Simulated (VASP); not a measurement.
Input:

```yaml
crystal:
  lattice:
    - [0.00000, 2.75910, 2.75910]
    - [2.75910, 0.00000, 2.75910]
    - [2.75910, 2.75910, 0.00000]
  atoms:
    - { symbol: Ce, position: [0.00000, 0.00000, 0.00000] }
    - { symbol: O, position: [0.25000, 0.25000, 0.25000] }
    - { symbol: O, position: [0.75000, 0.75000, 0.75000] }
```

Level of theory: PBE GGA, VASP's PBE PAW potentials (set 64) (plane waves; VASP). Numerical set-up: 520 eV cut-off, 6×6×6 Γ-centred mesh, Gaussian smearing of 0.050 eV, potentials Ce O.

Question: Give the stress tensor in GPa (positive for a compressed cell).

Answer: 
```
-4.85   0.00   0.00
 0.00  -4.85   0.00
 0.00   0.00  -4.85
```
The pressure is its mean diagonal, -4.85 GPa.

The compound is CeO2 in the fluorite structure. The cell was not relaxed at this level. The run is not spin-polarised, so no magnetic state was tried.
